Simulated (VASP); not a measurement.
```xyz
2
Lattice="1.3761 -2.3834 0.0000 1.3761 2.3834 0.0000 0.0000 0.0000 4.3972" Properties=species:S:1:pos:R:3 pbc="T T T"
Tc     1.3761     0.7945     1.0993
Tc     1.3761    -0.7945     3.2979
```

Calculation: optB88-vdW, VASP's PBE PAW potentials (set 64) (plane waves; VASP). Run with 520 eV cut-off, 17×17×9 Γ-centred mesh, tetrahedra with Blöchl corrections, potentials Tc_pv.

**Question.** What does the run give for the energy per atom (σ→0), band gap (on the k-mesh) with the smallest direct gap where there is one?

**Answer.** 
```
Property                                                    Result
------------------------  ----------------------------------------
band gap (on the k-mesh)  none (metal, semimetal or under 0.01 eV)
energy per atom (σ→0)                               -7.278 eV/atom
```

Total energies compare only between runs with the same potentials, cut-off and functional.

The compound is Tc in the hcp structure. It was relaxed first.
